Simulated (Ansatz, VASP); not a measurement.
# Cross-check of Nb2Sn2O7 between VASP and Ansatz

One calculation is typed for both programs; each brings its own data sets. How far apart do they land? The cell is taken from a series of runs on this material, whose earlier steps may have relaxed, scaled, displaced or heated it; both programs get it as it stands.

Calculated with Ansatz 0.2.0; plane waves, with VASP 6.6.1 beside it; dielectric response at LDA.

**1. The starting structure**

Symmetry: Fd-3m, No. 227, cubic system. The conventional cell has a = 10.761 Å, b = 10.761 Å, c = 10.761 Å, α = 90.00°, β = 90.00°, γ = 90.00°. Nb has 6 O at 2.02 Å nearest. Sn has 2 O at 2.33 Å nearest. O has 2 Nb at 2.02 Å nearest. O has 4 Sn at 2.33 Å nearest. Farther neighbours and most contacts between anions are not listed.

**2. Ansatz: dielectric response, LDA**

Ansatz runs on its default PAW (the set named soft_2) files.

The response to a field tests empty states and converges slowly with the mesh.

input.yaml reads:

```yaml
crystal:
  lattice:
    - [0.0, 5.380295, 5.380295]
    - [5.380295, 0.0, 5.380295]
    - [5.380295, 5.380295, 0.0]
  atoms:
    - { symbol: Nb, position: [0.125, 0.125, 0.125] }
    - { symbol: Nb, position: [0.625, 0.125, 0.125] }
    - { symbol: Nb, position: [0.125, 0.125, 0.625] }
    - { symbol: Nb, position: [0.125, 0.625, 0.125] }
    - { symbol: Sn, position: [0.625, 0.625, 0.125] }
    - { symbol: Sn, position: [0.625, 0.625, 0.625] }
    - { symbol: Sn, position: [0.125, 0.625, 0.625] }
    - { symbol: Sn, position: [0.625, 0.125, 0.625] }
    - { symbol: O, position: [0.061003, 0.438997, 0.061003] }
    - { symbol: O, position: [0.061003, 0.061003, 0.438997] }
    - { symbol: O, position: [0.811003, 0.188997, 0.811003] }
    - { symbol: O, position: [0.061003, 0.438997, 0.438997] }
    - { symbol: O, position: [0.188997, 0.811003, 0.188997] }
    - { symbol: O, position: [0.438997, 0.061003, 0.061003] }
    - { symbol: O, position: [0.188997, 0.188997, 0.811003] }
    - { symbol: O, position: [0.188997, 0.811003, 0.811003] }
    - { symbol: O, position: [0.75, 0.75, 0.75] }
    - { symbol: O, position: [0.811003, 0.188997, 0.188997] }
    - { symbol: O, position: [0.438997, 0.438997, 0.061003] }
    - { symbol: O, position: [0.811003, 0.811003, 0.188997] }
    - { symbol: O, position: [0.5, 0.5, 0.5] }
    - { symbol: O, position: [0.438997, 0.061003, 0.438997] }
kpoints:
  mp_grid: { grid: [4, 4, 4] }
hamiltonian:
  xc: lda
scf:
  occupations: { method: fixed }
dielectric: {}
```

Launch:

```bash
$ ansatz run input.yaml --threads 24 --pin off --max-ram 82944MiB --backend cuda --events-out ev --progress --plain --runs-dir out --devices 1 --max-vram 78GiB
```

Numbers of over 12 decimals in the logs are rounded to 6 here.

Output:

```text
GPUs: using 1 of 1 available (devices: 1).
Engine: ansatz 0.2.0, aarch64-unknown-linux-gnu
Pseudopotentials: kind: paw
Pseudopotential: Nb, paw, valence charge 13, recommended cutoff 420 eV (normal), Nb.paw.azcp
Pseudopotential: Sn, paw, valence charge 14, recommended cutoff 420 eV (normal), Sn.paw.azcp
Pseudopotential: O, paw, valence charge 6, recommended cutoff 420 eV (normal), O.paw.azcp
Functional definition: SPW92
  exchange = slater_x
  correlation = pw_c
[...]
Crystal: 22 atoms, lattice volume = 311.493 Å³
Basis set: ecut = 420 eV, 6081 PW (Γ), exchange–correlation on 120×120×120 points (8 copies of the dense FFT grid, shifted against one another)
Bands: 118, of which v1, the nominal top of the filled ones, is band 96 counted from 1 (95 counted from 0)
Symmetry: 48 space group operations
k-points: 13 of 64 (irreducible under 8 space group operations, time reversal used)
Non-local potential: Nb, projectors of the file, l = 0: 3, l = 1: 2, l = 2: 2, l = 3: 1
Non-local potential: Sn, projectors of the file, l = 0: 2, l = 1: 2, l = 2: 2, l = 3: 2
Non-local potential: O, projectors of the file, l = 0: 2, l = 1: 2, l = 2: 1
PAW form: soft (Blöchl's): semilocal exchange-correlation on the pseudo side does not see the compensation charge
PAW frozen core: Nb, regenerated for the run's functional, and the local potential with it (the file was generated under x = pbe(κ = 0.804, μ = 0.219515), c = pbe(β = 0.066725))
PAW frozen core: Sn, regenerated for the run's functional, and the local potential with it (the file was generated under x = pbe(κ = 0.804, μ = 0.219515), c = pbe(β = 0.066725))
PAW frozen core: O, regenerated for the run's functional, and the local potential with it (the file was generated under x = pbe(κ = 0.804, μ = 0.219515), c = pbe(β = 0.066725))
PAW one-centre angular grid: Nb, 590 points (default); XC on 64 Gauss nodes
PAW one-centre angular grid: Sn, 590 points (default); XC on 64 Gauss nodes
PAW one-centre angular grid: O, 110 points (default); XC on 64 Gauss nodes
Initial density: superposition of atomic densities (neutral atoms: chi_scale 0, normalization atom), corrected by the library's trained network
Initial wavefunctions: pseudopotential atomic-orbital guess
[...]
Functional: x = slater, c = lda
SCF iter   1: F=—  HF=-49073.408920 eV  |F-HF|=—  |Δ(HF+E_count)|=         —  Δρ=1.86e-2  dr2=1.02e0  ethr=1.77e-3  ⟨swp⟩=4.9  Hψ=4823  notcnv=0  defer=239
preconditioner: auto → Resta (q_TF=auto, 2.517 Å⁻¹)  ε∞=4.9  [insulator: Δε(μ)=1.082 eV  Ē_g=13.409 eV  n_scr=64 (ndim 8)  ℏωp=26.6 eV  f_vac=0.036  ε∞_Penn≈4.9]
SCF iter   2: F=—  HF=-49073.197901 eV  |F-HF|=—  |Δ(HF+E_count)|=   2.11e-1  Δρ=8.04e-3  dr2=2.27e-1  ethr=5.31e-4  ⟨swp⟩=2.0  Hψ=2495  notcnv=0  defer=245
[...]
SCF iter  13: F=-49073.145606 eV  HF=-49073.145606 eV  |F-HF|=1.46e-11  |Δ(HF+E_count)|=    0.00e0  Δρ=8.38e-8  dr2=2.02e-11  ethr=1.00e-12  ⟨swp⟩=1.0  Hψ=2925  notcnv=0
SCF 1 converged in 13 iterations: F = -49073.145606 eV  dr2 = 2.02e-11
  greatest PAW one-centre occupation: 0.998 electrons in one spin orbital (limit 2), on the Nb atom at site 0 (counted from 0), in its partial waves of l = 0
the response reads at least the filled bands of the reference SCF and the lowest empty band at each k-point, and that SCF's band table does not vouch for those bands. The notice of the band table in this run's record says why
[...]
NSCF: frozen V_eff on 1 k-points
[...]
DFPT response loops at Γ: preconditioner auto → Resta (q_TF=auto, 2.517 Å⁻¹)  ε∞=8.0 (no band partly filled); β = 1.00, the filter's whole step (`scf.mixing.beta` (0.50) is not read by the response loops at its default; to damp them type it under 1.00, their step now; it binds the ground state too); Broyden in place of MSR1
── the response to a field inside a basis, on 6×6×6 k-points: an SCF that follows is theirs, and a resumed run solves both again ──
[...]
Bands: 97, of which v1, the nominal top of the filled ones, is band 96 counted from 1 (95 counted from 0)
k-points: 28 of 216 (irreducible under 12 space group operations)
[...]
Eigensolver: Dense (28 Hₖ)
[...]
SCF 1 converged in 7 iterations: F = -49071.963969 eV  dr2 = 5.40e-9
[...]
SCF converged after 13 iterations
[...]
k-point 12: bands = ["-46.9598", "-46.9598", "-46.9555", "-46.9555", "-23.2035", "-23.2035", "-23.1908", "-23.1908", "-23.1419", "-23.1419", "-23.1412", "-23.1412", "-23.0939", "-23.0939", "-23.0701", "-23.0701", "-11.4771", "-11.4771", "-11.4739", "-11.4739", "-11.4670", "-11.4670", "-11.4605", "-11.4605", "-11.4549", "-11.4549", "-11.3704", "-11.3704", "-11.3582", "-11.3582", "-11.3514", "-11.3514", "-11.3361", " [...]
--- Dielectric response (ions clamped): 3 representative field directions + reference, inside a basis on a mesh of 216 k-points (Σ response iterations 18) ---
  ε∞ (high-frequency dielectric tensor):
        9.883266    -0.000000     0.000000
       -0.000000     9.883266    -0.000000
        0.000000    -0.000000     9.883266
  Born effective charges Z* (e; rows j = field, columns β = displacement):
    site 0:
         8.58868    0.70694    0.70694
         0.70694    8.58868    0.70694
         0.70694    0.70694    8.58868
    site 1:
         8.58868   -0.70694   -0.70694
        -0.70694    8.58868    0.70694
        -0.70694    0.70694    8.58868
    site 2:
         8.58868    0.70694   -0.70694
         0.70694    8.58868   -0.70694
        -0.70694   -0.70694    8.58868
    site 3:
         8.58868   -0.70694    0.70694
        -0.70694    8.58868   -0.70694
         0.70694   -0.70694    8.58868
    site 4:
         3.47556    0.85033   -0.85033
         0.85033    3.47556   -0.85033
        -0.85033   -0.85033    3.47556
    site 5:
         3.47556    0.85033    0.85033
         0.85033    3.47556    0.85033
         0.85033    0.85033    3.47556
    site 6:
         3.47556   -0.85033   -0.85033
        -0.85033    3.47556    0.85033
        -0.85033    0.85033    3.47556
    site 7:
[...]
site 8:
[...]
site 9:
[...]
site 10:
[...]
site 11:
[...]
site 12:
[...]
site 13:
[...]
site 14:
[...]
site 15:
[...]
site 16:
[...]
site 17:
[...]
site 18:
[...]
site 19:
[...]
2.58028   -4.18494   -0.00000
        -0.00000    0.00000   -2.24072
    site 20:
        -2.90730    0.00000   -0.00000
        -0.00000   -2.90730    0.00000
         0.00000   -0.00000   -2.90730
    site 21:
        -4.18494    0.00000    2.58028
        -0.00000   -2.24072    0.00000
         2.58028    0.00000   -4.18494
  Z* charge neutrality: 3.341e-3 e pre-enforcement
  solved inside a basis spanned on kpoints, on 6×6×6 k-points, taken by the longest dipole's decay: ε∞ is read to err by 5.2e-2, Z* by 1.0e-1 e (field_mesh: kpoints solves on kpoints); Z* is corrected for what the basis lacks
```

The column dr2 measures how far the density is from self-consistency, as an energy; F and HF (Harris–Foulkes) agree once it is small.

(Part 1 of 3 ends here.)

[Lines on the potential files, build, host, timing and source positions are cut from VASP's logs without a mark.]

[Logs are printed without paths, hosts, clocks, repeated set-up lines and the standing remarks that a program may print on its own settings, such as how far it seeks lower states.]

[Hosts, paths, dates, database ids (printed as entryN), source tags and the programs' standing remarks are cut or masked in the printed files.]
